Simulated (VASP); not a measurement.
Here is the system:

```
InAs
1.0
    0.00000     3.05484     3.05484
    3.05484     0.00000     3.05484
    3.05484     3.05484     0.00000
In As
1 1
Direct
  0.00000   0.00000   0.00000
  0.25000   0.25000   0.25000
```

Method: r2SCAN meta-GGA, VASP's PBE PAW potentials (set 64) (plane waves; VASP). Numerical set-up: 520 eV cut-off, 7×7×7 Γ-centred mesh, Gaussian smearing of 0.050 eV, potentials In_d As.

Unless said otherwise, spin-orbit coupling is left out, though it shifts the bands of the heavy elements here.

Problem. Estimate the energy per atom (σ→0), band gap (on the k-mesh) with the smallest direct gap where there is one.

Solution. 
```
Item                                           Value
-----------------------------------  ---------------
band gap (on the k-mesh)                     0.08 eV
smallest direct gap (on the k-mesh)          0.08 eV
energy per atom (σ→0)                -19.027 eV/atom
```

The compound is InAs in the zinc blende structure. It was relaxed first. The start is the result of an earlier pass.
